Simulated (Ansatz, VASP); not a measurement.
**Al in two plane-wave programs**

One calculation is typed for both programs; each brings its own data sets and cutoff. How far apart do they land? The structure shown is the end of the VASP relaxation below.

Method: plane waves, with VASP 6.6.1 beside it; single point at PBEsol and band structure at PBEsol, in Ansatz 0.2.0.

### 1. Starting point

The cell holds 16 atoms: 16 Al. Cell: a = 2.864 Å, b = 9.055 Å, c = 26.399 Å, α = 90.0°, β = 90.0°, γ = 129.2°. It derives from Al (Aluminum). As first built, before any earlier steps moved the atoms (in the runner's words): stoichiometric True; symmetric True. Vacuum lies along c.

### 2. VASP: relaxation, PBEsol

This run makes the geometry at which the two programs are then compared.

Lines of VASP's logs that name or quote its potential files are left out, and so is its time.

INCAR reads:

```
SYSTEM = Al
PREC = Normal
ENCUT = 300
EDIFF = 1E-05
NELM = 120
ISMEAR = 0
SIGMA = 0.05
LREAL = Auto
ALGO = Fast
GGA = PS
NBANDS = 40
LORBIT = 11
LWAVE = .FALSE.
LCHARG = .FALSE.
KPAR = 4
IBRION = 2
NSW = 40
ISIF = 2
EDIFFG = -0.03
POTIM = 0.4
MAXMIX = 40
IDIPOL = 3
LDIPOL = .TRUE.
DIPOL = 0.5 0.5 0.5
```

POSCAR reads:

```
Al
1.0
    2.8635066922      0.0000000000      0.0000000000
   -5.7270133843      7.0141302708      0.0000000000
    0.0000000000      0.0000000000     26.3993476966
Al
16
Selective dynamics
Direct
    0.7083333330      0.8541666670      0.7348419330  T T T
    0.5416666670      0.5208333330      0.7035296750  T T T
    0.3750000000      0.1875000000      0.6722174180  T T T
    0.2083333330      0.8541666670      0.6409051600  T T T
    0.0416666670      0.5208333330      0.6095929020  T T T
    0.8750000000      0.1875000000      0.5782806440  F F F
    0.7083333330      0.8541666670      0.5469683870  F F F
    0.5416666670      0.5208333330      0.5156561290  F F F
    0.3750000000      0.1875000000      0.4843438710  F F F
    0.2083333330      0.8541666670      0.4530316130  F F F
    0.0416666670      0.5208333330      0.4217193560  F F F
    0.8750000000      0.1875000000      0.3904070980  T T T
    0.7083333330      0.8541666670      0.3590948400  T T T
    0.5416666670      0.5208333330      0.3277825820  T T T
    0.3750000000      0.1875000000      0.2964703250  T T T
    0.2083333330      0.8541666670      0.2651580670  T T T
```

KPOINTS reads:

```
Automatic mesh
0
Gamma
11 11 1
0 0 0
```

PAW data sets: Al (PBE family, release 64).

Launch:

```console
mpirun -np 4 vasp_std
```

Numbers of over 12 decimals in the logs are rounded to 6 here.

The program printed:

```text
[banner, memory and clock lines left out]
running    4 mpi-ranks, on    1 nodes
 distrk:  each k-point on    1 cores,    4 groups
 distr:  one band on    1 cores,    1 groups

 POSCAR found type information on POSCAR Al
 POSCAR found :  1 types and      16 ions
|                                                                             |
|               ----> ADVICE to this user running VASP <----                  |
|                                                                             |
|     You enforced a specific xc type in the INCAR file but a different       |
|     [... a line on the potential file left out ...]
|     I HOPE YOU KNOW WHAT YOU ARE DOING!                                     |
|                                                                             |

 LDA part: xc-table for (Slater+PW92), standard interpolation
 POSCAR, INCAR and KPOINTS ok, starting setup
 FFT: planning ... GRIDC
 FFT: planning ... GRID_SOFT
 FFT: planning ... GRID
 WAVECAR not read
 entering main loop
       N       E                     dE             d eps       ncg     rms          rms(c)
DAV:   1     0.808513934916E+02    0.80851E+02   -0.11273E+04  2904   0.578E+02
DAV:   2    -0.570044387080E+02   -0.13786E+03   -0.12694E+03  3760   0.123E+02
DAV:   3    -0.645577214877E+02   -0.75533E+01   -0.73251E+01  3888   0.276E+01
DAV:   4    -0.648261507172E+02   -0.26843E+00   -0.26768E+00  4440   0.592E+00
DAV:   5    -0.648368566200E+02   -0.10706E-01   -0.10704E-01  4480   0.109E+00    0.621E+00
RMM:   6    -0.643167132677E+02    0.52014E+00   -0.59407E+00  2962   0.293E+00    0.427E+00
RMM:   7    -0.628394383968E+02    0.14773E+01   -0.95461E-01  3016   0.166E+00    0.253E+00
RMM:   8    -0.626247449300E+02    0.21469E+00   -0.30172E-01  3003   0.128E+00    0.606E-01
RMM:   9    -0.626163266722E+02    0.84183E-02   -0.46427E-02  3133   0.631E-01    0.311E-01
RMM:  10    -0.626178216345E+02   -0.14950E-02   -0.12445E-02  3094   0.377E-01    0.113E-01
RMM:  11    -0.626184755119E+02   -0.65388E-03   -0.64767E-03  3255   0.229E-01    0.709E-02
RMM:  12    -0.626191695292E+02   -0.69402E-03   -0.21150E-03  3388   0.135E-01    0.264E-02
RMM:  13    -0.626195163444E+02   -0.34682E-03   -0.49270E-04  2919   0.686E-02    0.166E-02
RMM:  14    -0.626198741335E+02   -0.35779E-03   -0.31714E-04  2724   0.463E-02    0.102E-02
RMM:  15    -0.626201009205E+02   -0.22679E-03   -0.11418E-04  2656   0.315E-02    0.573E-03
RMM:  16    -0.626201818483E+02   -0.80928E-04   -0.39403E-05  2275   0.196E-02    0.629E-03
RMM:  17    -0.626203064381E+02   -0.12459E-03   -0.19533E-05  2156   0.132E-02    0.409E-03
RMM:  18    -0.626204895840E+02   -0.18315E-03   -0.20176E-05  2139   0.121E-02    0.304E-03
RMM:  19    -0.626205327216E+02   -0.43138E-04   -0.55067E-06  2016   0.732E-03    0.167E-03
RMM:  20    -0.626205638084E+02   -0.31087E-04   -0.39277E-06  1871   0.569E-03    0.740E-04
RMM:  21    -0.626205683333E+02   -0.45249E-05   -0.97273E-07  1598   0.420E-03
   1 F= -.62620568E+02 E0= -.62616959E+02  d E =-.626206E+02
[... from here on, the cycles between the ionic steps are left out ...]
   2 F= -.62631935E+02 E0= -.62628340E+02  d E =-.113666E-01
   3 F= -.62657914E+02 E0= -.62654359E+02  d E =-.373460E-01
   4 F= -.62672960E+02 E0= -.62669178E+02  d E =-.523919E-01
   5 F= -.62673999E+02 E0= -.62670280E+02  d E =-.534311E-01
   6 F= -.62685792E+02 E0= -.62681804E+02  d E =-.117922E-01
   7 F= -.62692936E+02 E0= -.62688728E+02  d E =-.189363E-01
   8 F= -.62694883E+02 E0= -.62690727E+02  d E =-.194756E-02
   9 F= -.62695248E+02 E0= -.62691121E+02  d E =-.231246E-02
 curvature:  -3.72 expect dE=-0.887E-03 dE for cont linesearch -0.230E-06
 trial: gam= 0.25306 g(F)=  0.238E-03 g(S)=  0.000E+00 ort = 0.833E-05 (trialstep = 0.377E+01)
 search vector abs. value=  0.315E-03
 bond charge predicted
       N       E                     dE             d eps       ncg     rms          rms(c)
DAV:   1    -0.626960049891E+02   -0.76036E-03   -0.14936E-02  3152   0.493E-01    0.264E-01
RMM:   2    -0.626959227494E+02    0.82240E-04   -0.61003E-04  3088   0.104E-01    0.178E-01
RMM:   3    -0.626959418682E+02   -0.19119E-04   -0.18742E-04  3106   0.529E-02    0.280E-01
RMM:   4    -0.626959773770E+02   -0.35509E-04   -0.39007E-05  2514   0.275E-02    0.301E-01
RMM:   5    -0.626960182321E+02   -0.40855E-04   -0.13511E-05  1904   0.161E-02    0.271E-01
RMM:   6    -0.626960196539E+02   -0.14218E-05   -0.59484E-06  1860   0.110E-02
  10 F= -.62696020E+02 E0= -.62691905E+02  d E =-.771501E-03
 trial-energy change:   -0.000772  1 .order   -0.000743   -0.000907   -0.000578
 step:  10.4040(harm= 10.4040)  dis= 0.01567  next Energy=   -62.696499 (dE=-0.125E-02)
 reached required accuracy - stopping structural energy minimisation
```

Parts of OUTCAR (step 2):

```text
ion  position               nearest neighbor table
   1  0.708  0.854  0.735-   3 2.86   4 2.86   4 2.86   2 2.86   2 2.86
   2  0.542  0.521  0.704-   3 2.86   5 2.86   5 2.86   3 2.86   4 2.86   1 2.86   1 2.86
   3  0.375  0.188  0.672-   1 2.86   2 2.86   2 2.86   4 2.86   4 2.86   5 2.86   6 2.86   6 2.86

  LATTYP: Found a simple orthorhombic cell.
 ALAT       =     2.8635066922
 B/A-ratio  =     2.4494897427
 C/A-ratio  =     9.2192372969

 Subroutine GETGRP returns: Found  4 space group operations
 (whereof  2 operations were pure point group operations)

The static configuration has the point symmetry C_1h.
 The point group associated with its full space group is C_2h.

 Found     36 irreducible k-points:

   k-points           NKPTS =     36   k-points in BZ     NKDIM =     36   number of bands    NBANDS=     40

   dimension x,y,z NGX =    12 NGY =   40 NGZ =  112
   dimension x,y,z NGXF=    24 NGYF=   80 NGZF=  224

   ENCUT  =  300.0 eV  22.05 Ry    4.70 a.u.   4.04 12.79 37.28*2*pi/ulx,y,z

   NELECT =      48.0000    total number of electrons

 k-points in reciprocal lattice and weights: Automatic mesh
   0.00000000  0.00000000  0.00000000       0.008
   0.09090909  0.00000000  0.00000000       0.033
   0.18181818  0.00000000  0.00000000       0.033
   0.27272727  0.00000000  0.00000000       0.033
   0.36363636  0.00000000  0.00000000       0.033
   0.45454545  0.00000000  0.00000000       0.033
   0.00000000  0.09090909  0.00000000       0.017
   0.09090909  0.09090909  0.00000000       0.033
   0.18181818  0.09090909  0.00000000       0.033
[...]
0.00000000  0.45454545  0.00000000       0.017
   0.27272727  0.45454545  0.00000000       0.017

 dipolmoment           0.000000      0.000000      0.000000 electrons x Angstroem

 average (electrostatic) potential at core
       1 -78.3923       2 -78.4300       3 -78.4300       4 -78.3187       5 -78.3524
       6 -78.4044       7 -78.3831       8 -78.3770       9 -78.3770      10 -78.3831
      11 -78.4044      12 -78.3524      13 -78.3187      14 -78.4300      15 -78.4301
      16 -78.3923

 E-fermi :   1.9456

 k-point     1 :       0.0000    0.0000    0.0000
  band No.  band energies     occupation
    ...
     17      -1.1457      2.00000
     18      -0.1971      2.00000
     19      -0.0063      2.00000
     20       1.0177      2.00000
     21       1.5504      2.00000
     22       2.1876      0.00000
     23       2.5034      0.00000
     24       2.5493      0.00000
     25       2.9572      0.00000
     26       3.0083      0.00000
    ...

 k-point     2 :       0.0909    0.0000    0.0000
  band No.  band energies     occupation
    ...
     19       0.5993      2.00000
     20       0.7119      2.00000
     21       0.9746      2.00000
     22       1.2427      2.00000
     23       1.8958      1.84155
     24       2.1501      0.00000
     25       2.7090      0.00000
     26       3.1014      0.00000
     27       3.3951      0.00000
     28       3.8896      0.00000
    ...

 k-point     3 :       0.1818    0.0000    0.0000
  band No.  band energies     occupation
    ...
     19      -0.0213      2.00000
     20       0.6779      2.00000
     21       0.9758      2.00000
     22       1.2806      2.00000
     23       1.3763      2.00000
     24       1.9896      0.21312
     25       2.7219      0.00000
     26       3.0124      0.00000
     27       3.1275      0.00000
     28       3.3577      0.00000
    ...

  Total       -6.7986814     -4.3017879     -0.5065358     -0.0000000     -0.2841375     -0.0000000
  in kB      -20.5432923    -12.9985333     -1.5305782     -0.0000000     -0.8585666     -0.0000000
  external PRESSURE =     -11.6908013 kB  Pullay stress =       0.0000000 kB

  energy-cutoff  :      300.00
  volume of cell :      530.23
      direct lattice vectors                 reciprocal lattice vectors
     2.863506692  0.000000000  0.000000000     0.349222163  0.285138702  0.000000000
    -5.727013384  7.014130271  0.000000000     0.000000000  0.142569351  0.000000000
     0.000000000  0.000000000 26.399347697     0.000000000  0.000000000  0.037879724

 POSITION                                       TOTAL-FORCE (eV/Angst)
 -----------------------------------------------------------------------------------
     -2.86351      5.95142     19.25460        -0.000000     -0.006543     -0.001516
     -1.43175      3.66740     18.48758        -0.000000     -0.015576     -0.000180
      0.00000      1.32920     17.82903        -0.000000     -0.004611     -0.021732
     -4.29526      5.99457     16.84467        -0.000000     -0.014030     -0.005238
     -2.86351      3.63890     16.06171         0.000000      0.005567     -0.019338
      1.43175      1.31515     15.26623         0.000000      0.011501      0.072457
     -2.86351      5.99124     14.43961         0.000000      0.012070     -0.062435
     -1.43175      3.65319     13.61299        -0.000000     -0.076539     -0.097511
      0.00000      1.31515     12.78636         0.000000      0.076539      0.097511
     -4.29526      5.99124     11.95974        -0.000000     -0.012070      0.062435
     -2.86351      3.65319     11.13312        -0.000000     -0.011501     -0.072457
      1.43175      1.32945     10.33763        -0.000000     -0.005567      0.019338
     -2.86351      5.98791      9.55468         0.000000      0.014030      0.005238
     -1.43175      3.63915      8.57032         0.000000      0.004611      0.021732
      0.00000      1.30095      7.91177         0.000000      0.015576      0.000180
     -4.29526      6.03105      7.14475         0.000000      0.006543      0.001516
 -----------------------------------------------------------------------------------
    total drift:                                0.000037     -0.000008      0.000025

  FREE ENERGIE OF THE ION-ELECTRON SYSTEM (eV)
  ---------------------------------------------------
  free  energy   TOTEN  =       -62.6960196539 eV

  energy  without entropy=      -62.6877913019  energy(sigma->0) =      -62.69190548

 reached required accuracy - stopping structural energy minimisation

 vacuum level on the upper side and lower side of the slab         5.940         5.941

 total charge
# of ion       s       p       d       tot
------------------------------------------
    1        0.475   0.299   0.000   0.774
    2        0.446   0.326   0.000   0.772
    3        0.444   0.318   0.000   0.763
    4        0.435   0.350   0.000   0.785
    5        0.432   0.348   0.000   0.781
    6        0.433   0.339   0.000   0.772
    7        0.432   0.345   0.000   0.777
    8        0.432   0.343   0.000   0.775
    9        0.432   0.343   0.000   0.775
   10        0.432   0.345   0.000   0.777
   11        0.433   0.339   0.000   0.772
   12        0.432   0.348   0.000   0.781
   13        0.435   0.350   0.000   0.785
   14        0.444   0.318   0.000   0.763
   15        0.446   0.326   0.000   0.772
   16        0.475   0.299   0.000   0.774
--------------------------------------------------
tot          7.057   5.340   0.000  12.397

[... 3 further parts left out ...]
```

[end of part 1 of 3]

[Lines on the potential files, build, host, timing and source positions are cut from VASP's logs without a mark.]

[Logs are printed without paths, hosts, clocks, repeated set-up lines and the standing remarks that a program may print on its own settings, such as how far it seeks lower states.]

[Hosts, paths, dates, database ids (printed as entryN), source tags and the programs' standing remarks are cut or masked in the printed files.]
